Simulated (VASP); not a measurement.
Level of theory: vdW-DF-cx, VASP's PBE PAW potentials (set 64) (plane waves; VASP).

The input files of a VASP run:

**POSCAR**
```
CdS
1
    0.0000000000     2.9293274764     2.9293274764
    2.9293274764    -0.0000000000     2.9293274764
    2.9293274764     2.9293274764    -0.0000000000
Cd S
1 1
Direct
  0.0000000000   0.0000000000   0.0000000000
  0.2500000000   0.2500000000   0.2500000000
```

**INCAR**
```
# general
SYSTEM   = CdS
PREC     = Accurate
ENCUT    = 520
LREAL    = F
LASPH    = T

# electronic loop
EDIFF    = 1E-6
NELM     = 100
ALGO     = Normal
LMAXMIX  = 4

# smearing
ISMEAR   = 0
SIGMA    = 0.05

# functional
GGA      = CX
LUSE_VDW = T
AGGAC    = 0.0

# ions
IBRION   = 2
NSW      = 60
ISIF     = 3
EDIFFG   = -0.01

# output
LWAVE    = F
LCHARG   = F
```

### KPOINTS
```
K-points
0
gamma
 7 7 7
```

POTCAR, in this order: Cd S (PBE.64 set). Program: vasp_std.

What VASP printed:

### OSZICAR
```
       N       E                     dE             d eps       ncg     rms          rms(c)
DAV:   1     0.114016098735E+03    0.11402E+03   -0.92428E+03   528   0.127E+03
DAV:   2     0.279254180430E+01   -0.11122E+03   -0.10580E+03   590   0.295E+02
DAV:   3    -0.200074915948E+01   -0.47933E+01   -0.47770E+01   640   0.639E+01
DAV:   4    -0.203508547778E+01   -0.34336E-01   -0.34331E-01   570   0.541E+00
DAV:   5    -0.203557981091E+01   -0.49433E-03   -0.49433E-03   615   0.634E-01    0.800E+00
DAV:   6    -0.155083322567E+01    0.48475E+00   -0.10147E+00   757   0.143E+01    0.633E+00
DAV:   7    -0.153554938651E+01    0.15284E-01   -0.18611E-01   545   0.355E+00    0.317E+00
DAV:   8    -0.153538189875E+01    0.16749E-03   -0.19336E-02   560   0.212E+00    0.277E-01
DAV:   9    -0.153518965336E+01    0.19225E-03   -0.25389E-03   595   0.846E-01    0.708E-02
DAV:  10    -0.153532054319E+01   -0.13089E-03   -0.26486E-04   540   0.177E-01    0.696E-02
DAV:  11    -0.153538741757E+01   -0.66874E-04   -0.10218E-04   543   0.115E-01    0.180E-02
DAV:  12    -0.153538138954E+01    0.60280E-05   -0.39069E-05   613   0.897E-02    0.808E-03
DAV:  13    -0.153538253554E+01   -0.11460E-05   -0.44265E-06   535   0.158E-02    0.599E-03
DAV:  14    -0.153538245093E+01    0.84605E-07   -0.13026E-07   305   0.376E-03
   1 F= -.15353825E+01 E0= -.15353825E+01  d E =-.153538E+01
```

**OUTCAR**
```
------------------------ aborting loop because EDIFF is reached ----------------------------------------
  FORCE on cell =-STRESS in cart. coord.  units (eV):
  Direction    XX          YY          ZZ          XY          YZ          ZX
  --------------------------------------------------------------------------------------
  Total        0.0011491      0.0011491      0.0011491     -0.0000000     -0.0000000     -0.0000000
  in kB        0.0366229      0.0366229      0.0366229     -0.0000000     -0.0000000     -0.0000000
  external PRESSURE =       0.0366229 kB  Pullay stress =       0.0000000 kB
  volume of cell :       50.27
      direct lattice vectors                 reciprocal lattice vectors
     0.000000000  2.929327476  2.929327476    -0.170687642  0.170687642  0.170687642
     2.929327476  0.000000000  2.929327476     0.170687642 -0.170687642  0.170687642
     2.929327476  2.929327476  0.000000000     0.170687642  0.170687642 -0.170687642
  FREE ENERGIE OF THE ION-ELECTRON SYSTEM (eV)
  ---------------------------------------------------
  free  energy   TOTEN  =        -1.5353824509 eV

  energy  without entropy=       -1.5353824509  energy(sigma->0) =       -1.53538245

 reached required accuracy - stopping structural energy minimisation
```
(Selected blocks of OUTCAR.)

The compound is CdS in the zinc blende structure, a metastable form; wurtzite is the usual one. It was relaxed first. The start is the result of an earlier pass.
